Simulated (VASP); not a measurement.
Here is the system:

```
PtTe2
1.0
    2.09833    -3.63441     0.00000
    2.09833     3.63441     0.00000
    0.00000     0.00000     5.85449
Te Pt
2 1
Cartesian
  2.09833   1.21147   1.43569
  2.09833  -1.21147   4.41880
  0.00000   0.00000   0.00000
```

Calculation: vdW-DF2, VASP's PBE PAW potentials (set 64) (plane waves; VASP 6.6.1). Settings: 520 eV cut-off, 10×10×6 Γ-centred mesh, tetrahedra with Blöchl corrections, potentials Te Pt.

The cores are frozen, which limits the accuracy of field gradients.

**Question.** Give the principal components of the electric field gradient (V/Å²) and the asymmetry η at each nucleus.

**Answer.** 
| atom | Vxx | Vyy | Vzz | η |
|---|---|---|---|---|
| Te1 | 8.4 | 8.4 | -16.8 | 0.00 |
| Te2 | 8.4 | 8.4 | -16.8 | 0.00 |
| Pt3 | -42.4 | -42.4 | 84.8 | 0.00 |

The compound is PtTe2 in the 1T layered structure. It was relaxed first, which changed the volume by +22 %.
